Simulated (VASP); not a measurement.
Input:

```xyz
4
Lattice="2.0201 -5.6498 0.0000 2.0201 5.6498 0.0000 0.0000 0.0000 4.0362" Properties=species:S:1:pos:R:3 pbc="T T T"
Sn     2.0201    -4.2623     1.0090
Sn     2.0201     4.2623     3.0271
S      2.0201    -1.6748     1.0090
S      2.0201     1.6748     3.0271
```

These are PBEsol GGA, VASP's PBE PAW potentials (set 64) (plane waves; VASP) values and carry that method's errors. Run with 400 eV cut-off, Gaussian smearing of 0.050 eV, potentials Sn_d S.

Unless said otherwise, spin-orbit coupling is left out, though it shifts the bands of the heavy elements here.

### Question
What does the run give for the band gap (along the path) with the smallest direct gap where there is one?

### Answer

The band gap (along the path) comes out as 0.02 eV and the smallest direct gap (along the path) is 0.67 eV.

The structure comes from a measured SnS entry (Cmcm) of the Crystallography Open Database, whose conditions weren't checked. It was relaxed first, which changed the volume by -7 %.
